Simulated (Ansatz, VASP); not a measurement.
**Two plane-wave programs on AlSi2Cl**

```
Al Si Cl
1.0
     4.30276    0.00000    0.00000
    -2.15138    3.72630    0.00000
     0.00000    0.00000    4.99649
Al Si Cl
1 2 1
Direct
  0.66667 0.33333 0.50000
  0.00000 0.00000 0.74089
  0.00000 0.00000 0.25911
  0.33333 0.66667 0.00000
```

Change from the starting cell: species swapped into the Ni2SbTe type (P-6m2, No. 187).

Alike in both runs: functional PBE; k mesh 12 × 12 × 10; occupations gaussian, width 0.1 eV; no spin polarisation.

Ansatz relaxed the structure, and its values are those at the end. VASP's run is a single point on that final structure, the one shown.

|  | VASP | Ansatz |
| --- | --- | --- |
| version | VASP 6.6.1 | Ansatz 0.2.0 |
| potentials or method | VASP PAW PBE potentials, release 64 (Al, Si, Cl) | scalar-relativistic, plane waves, PAW |
| plane-wave cutoff (eV) | 520 | 420 |
| valence electrons in the cell | 18 | 18 |

```tsv
	VASP	Ansatz	Ansatz less VASP
gap on the k mesh at the Fermi level (eV)	none	none	-
pressure (GPa)	0.0	0.0	+0.05
```

A gap of «none» marks a metal or a gap that the smearing closes. The functional is the same, so the differences come from potentials, cutoffs and numerics.
